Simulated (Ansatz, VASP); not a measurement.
## Two plane-wave programs on RbAl2

```
CELL_PARAMETERS angstrom
5.30461 0.00000 0.00000
0.00000 5.30461 0.00000
0.00000 0.00000 4.81750
ATOMIC_POSITIONS crystal
Rb 0.50000 0.50000 0.50000
Al 0.00000 0.00000 0.25012
Al 0.00000 0.00000 0.74988
```

Alike in both runs: functional PBE; k mesh 10 × 10 × 10; occupations gaussian, width 0.1 eV; no spin polarisation.

Ansatz relaxed the structure, and its values are those at the end. VASP's run is a single point on that final structure, the one shown.

|  | VASP | Ansatz |
| --- | --- | --- |
| version | VASP 6.6.1 | Ansatz 0.2.0 |
| potentials or method | VASP PAW PBE potentials, release 64 (Rb_sv, Al) | scalar-relativistic, plane waves, PAW |
| plane-wave cutoff (eV) | 520 | 420 |
| valence electrons in the cell | 15 | 15 |

|  | VASP | Ansatz | Ansatz less VASP |
| --- | --- | --- | --- |
| gap on the k mesh at the Fermi level (eV) | none | none | - |
| pressure (GPa) | 0.0 | 0.0 | 0.00 |

A gap of «none» marks a metal or a gap that the smearing closes. The functional is the same, so the differences come from potentials, cutoffs and numerics.
